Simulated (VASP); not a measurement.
A convergence study with VASP on AgO (space group C2): a few settings are varied, all else stays as given below, so the limit is that of these other settings. The cell's lengths are 1 % over those of the tabulated start and one atom is moved, so it is off equilibrium.

```
AgO
1.0
    2.38756    -2.40133     0.00000
    2.38756     2.40133     0.00000
    0.00000     0.00000     5.71050
Ag O
2 2
Direct
  0.50000   0.00000   0.50000
  0.00000   0.50000   0.00000
  0.00000   0.00000   0.25000
  0.01269   0.01269   0.75000
```

Calculation: PBEsol GGA, VASP's PBE PAW potentials (set 64) (plane waves; VASP 6.6.1). The last row used: ADDGRID = .TRUE., 600 eV cut-off, 10×10×6 Γ-centred mesh, first-order Methfessel-Paxton smearing of 0.10 eV, potentials Ag O.

```
setting                                         E (eV/atom)  pressure (GPa)  largest force (eV/Å)  plane waves
----------------------------------------------  -----------  --------------  --------------------  -----------
ADDGRID = unset, ENCUT = 300, PREC = Low            -4.3506          -36.02                 0.314          789
ADDGRID = unset, ENCUT = 300, PREC = Normal         -4.3495          -36.08                 0.295          789
ADDGRID = .TRUE., ENCUT = 300, PREC = Normal        -4.3494          -36.08                 0.297          789
ADDGRID = .TRUE., ENCUT = 300, PREC = Accurate      -4.3465          -35.93                 0.232          789
ADDGRID = unset, ENCUT = 400, PREC = Low            -4.2982          -15.82                 0.265         1210
ADDGRID = unset, ENCUT = 400, PREC = Normal         -4.2969          -15.88                 0.246         1210
ADDGRID = .TRUE., ENCUT = 400, PREC = Normal        -4.2969          -15.87                 0.246         1210
ADDGRID = .TRUE., ENCUT = 400, PREC = Accurate      -4.2962          -15.91                 0.246         1210
ADDGRID = unset, ENCUT = 500, PREC = Low                  ?               ?                 0.268         1696
ADDGRID = unset, ENCUT = 500, PREC = Normal         -4.2925          -12.46                 0.249         1696
ADDGRID = .TRUE., ENCUT = 500, PREC = Normal        -4.2925          -12.46                 0.249         1696
ADDGRID = .TRUE., ENCUT = 500, PREC = Accurate      -4.2925          -12.46                 0.249         1696
ADDGRID = unset, ENCUT = 600, PREC = Low            -4.2944          -12.42                 0.268         2220
ADDGRID = unset, ENCUT = 600, PREC = Normal         -4.2931               ?                 0.249         2220
ADDGRID = .TRUE., ENCUT = 600, PREC = Normal        -4.2931          -12.47                 0.249         2220
ADDGRID = .TRUE., ENCUT = 600, PREC = Accurate      -4.2931          -12.47                 0.249         2220
```

**Question.** What belongs in the gaps?

**Answer.** 
- ADDGRID = unset, ENCUT = 500, PREC = Low, E (eV/atom): -4.2938
- ADDGRID = unset, ENCUT = 500, PREC = Low, pressure (GPa): -12.41
- ADDGRID = unset, ENCUT = 600, PREC = Normal, pressure (GPa): -12.48

Left out are rungs that failed or repeat a setting and relaxations that didn't move; long series are thinned to 24 rows.

The structure comes from a computed database's AgO entry (space group no. 66); how it stands against other phases isn't given here. The cell was not relaxed at this level, it is distorted from the ideal structure.
